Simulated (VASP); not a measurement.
A VASP calculation is set up with these files.

**INCAR**
```
SYSTEM = Li2Se
PREC = Accurate
ENCUT = 520
EDIFF = 1E-6
NELM = 100
ALGO = Normal
LREAL = .FALSE.
LASPH = .TRUE.
ISMEAR = 0
SIGMA = 0.05
GGA = PE
LMAXMIX = 4
LWAVE = .FALSE.
LCHARG = .FALSE.
ISIF = 2
ICHARG = 11
```

File POSCAR:
```
Li2Se
1
    0.0000000000     3.0000000000     3.0000000000
    3.0000000000     0.0000000000     3.0000000000
    3.0000000000     3.0000000000     0.0000000000
Li Se
2 1
Direct
  0.2500000000   0.2500000000   0.2500000000
  0.7500000000   0.7500000000   0.7500000000
  0.0000000000   0.0000000000   0.0000000000
```

KPOINTS:
```
Automatic mesh
0
Gamma
6 6 6
0 0 0
```

POTCAR, in this order: Li_sv Se (PBE.64 set). Program: vasp_std.

### Question
Does this input run properly? What does VASP do?

### Answer
There is a fault: ICHARG = 11 asks for a fixed density, but there is no CHGCAR. VASP stops with an error: ERROR: charge density could not be read from file CHGCAR for ICHARG>10 ----> I REFUSE TO CONTINUE WITH THIS SICK JOB ... BYE!!! <----

**standard output**
```
 POSCAR found type information on POSCAR LiSe
 POSCAR found :  2 types and       3 ions
 Reading from existing POTCAR
 Reading from existing POTCAR
 LDA part: xc-table for (Slater+PW92), standard interpolation
 WARNING: stress and forces are not correct
 POSCAR, INCAR and KPOINTS ok, starting setup
 WAVECAR not read
 WARNING: CHGCAR is incomplete

 -----------------------------------------------------------------------------
|                                                                             |
|     EEEEEEE  RRRRRR   RRRRRR   OOOOOOO  RRRRRR      ###     ###     ###     |
|     E        R     R  R     R  O     O  R     R     ###     ###     ###     |
|     E        R     R  R     R  O     O  R     R     ###     ###     ###     |
|     EEEEE    RRRRRR   RRRRRR   O     O  RRRRRR       #       #       #      |
|     E        R   R    R   R    O     O  R   R                               |
|     E        R    R   R    R   O     O  R    R      ###     ###     ###     |
|     EEEEEEE  R     R  R     R  OOOOOOO  R     R     ###     ###     ###     |
|                                                                             |
|     ICHARG>10                                                               |
|                                                                             |
|       ---->  I REFUSE TO CONTINUE WITH THIS SICK JOB ... BYE!!! <----       |
|                                                                             |
 -----------------------------------------------------------------------------
```

To mend it, run self-consistently first and keep its CHGCAR, or remove ICHARG. The plain static run on this cell (PBE GGA, plane waves, VASP's PBE PAW potentials (set 64)) converges, and its OSZICAR ends with
```
   1 F= -.11132511E+02 E0= -.11132511E+02  d E =-.641563E-11
```

The compound is Li2Se in the antifluorite structure. The cell was not relaxed at this level.
